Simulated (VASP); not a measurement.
An input for Quantum ESPRESSO's pw.x (written as the equivalent of a VASP run, and not itself run):

```
&CONTROL
  calculation = 'vc-relax'
  pseudo_dir = './pseudo'
  outdir = './out'
  tprnfor = .true.
  tstress = .true.
  nstep = 60
  forc_conv_thr = 0.00078
/
&SYSTEM
  ibrav = 0
  nat = 6
  ntyp = 2
  ecutwfc = 84
  occupations = 'smearing'
  smearing = 'gaussian'
  degauss = 0.003675
  input_dft = 'pbe'
  vdw_corr = 'grimme-d3'
  dftd3_version = 4
  dftd3_threebody = .false.
/
&ELECTRONS
  conv_thr = 7.3e-08
  electron_maxstep = 100
/
&IONS
/
&CELL
/
ATOMIC_SPECIES
  Pb 207.200 Pb.upf
  O 15.999 O.upf
CELL_PARAMETERS angstrom
     5.0266364    0.0000000    0.0000000
    -0.0000000    5.0266364    0.0000000
     0.0000000    0.0000000    3.4471726
ATOMIC_POSITIONS crystal
  Pb   1.0000000  0.0000000  0.0000000
  Pb   0.5000000  0.5000000  0.5000000
  O    0.3072515  0.3072515  0.0000000
  O    0.8072515  0.1927485  0.5000000
  O    0.1927485  0.8072515  0.5000000
  O    0.6927485  0.6927485  1.0000000
K_POINTS automatic
  4 4 6 0 0 0
```

**Question.** Translate this input to VASP (INCAR, KPOINTS, POSCAR, choice of POTCAR).

**Answer.** Several could match; the one computed here: 
INCAR:
```
ALGO = Normal
EDIFF = 1E-6
EDIFFG = -0.02
ENCUT = 520
GGA = PE
IBRION = 2
ISIF = 3
ISMEAR = 0
IVDW = 12
LASPH = .TRUE.
LCHARG = .FALSE.
LMAXMIX = 4
LREAL = .FALSE.
LWAVE = .FALSE.
NELM = 100
NSW = 60
PREC = Accurate
SIGMA = 0.05
SYSTEM = PbO2
```

File KPOINTS:
```
kpoints
0
Gamma
4 4 6
0 0 0
```

File POSCAR:
```
PbO2
1
    5.0266363926     0.0000000000     0.0000000000
   -0.0000000000     5.0266363926     0.0000000000
    0.0000000000     0.0000000000     3.4471726425
Pb O
2 4
Direct
  1.0000000000   0.0000000000   0.0000000000
  0.5000000000   0.5000000000   0.5000000000
  0.3072514564   0.3072514564   0.0000000000
  0.8072514564   0.1927485436   0.5000000000
  0.1927485436   0.8072514564   0.5000000000
  0.6927485436   0.6927485436   1.0000000000
```

POTCAR, in this order: Pb_d O (PBE.64 set). Program: vasp_std.

The two are equivalent in intent, not identical: the potentials are each code's own (VASP's PAW set, PseudoDojo norm-conserving files in pw.x), so ENCUT and ecutwfc are chosen apart and not converted; conv_thr bounds pw.x's estimated SCF error, while EDIFF bounds the energy change between steps; forc_conv_thr acts on force components and is met together with etot_conv_thr.

The compound is PbO2 in the rutile structure. This run relaxes it. Symmetry was kept, so distortions that lower it aren't found. The start is the result of an earlier pass.
